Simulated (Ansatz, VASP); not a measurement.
Two plane-wave programs on Si6P

```
Si P
1.0
     5.74529    0.00000    0.00000
     0.00000    5.74529    0.00000
     0.00000    0.00000    5.74529
Si P
6 1
Direct
  0.20176 0.50000 0.50000
  0.50000 0.50000 0.79824
  0.50000 0.50000 0.20176
  0.50000 0.20176 0.50000
  0.50000 0.79824 0.50000
  0.79824 0.50000 0.50000
  0.00000 0.00000 0.00000
```

Change from the starting cell: species swapped into the GdB6 type (Pm-3m, No. 221).

Alike in both runs: task relaxation of cell and atoms; functional PBE; k mesh 8 × 8 × 8; occupations gaussian, width 0.1 eV; no spin polarisation.

```csv
,VASP,Ansatz
version,VASP 6.6.1,Ansatz 0.2.0
potentials or method,"VASP PAW PBE potentials, release 64 (Si, P)","scalar-relativistic, plane waves, PAW"
plane-wave cutoff (eV),600,420
valence electrons in the cell,29,29
```

```tsv
	VASP	Ansatz	Ansatz less VASP
gap on the k mesh at the Fermi level, each at its own relaxed structure (eV)	none	none	-
relaxed volume (Å³/atom)	28.84	28.83	-0.006
relaxed cell length with the largest relative difference (Å)	5.866	5.866	-0.0004
energy change over the relaxation (meV/atom)	-14	-14	-0.4
```

A gap of «none» marks a metal or a gap that the smearing closes.
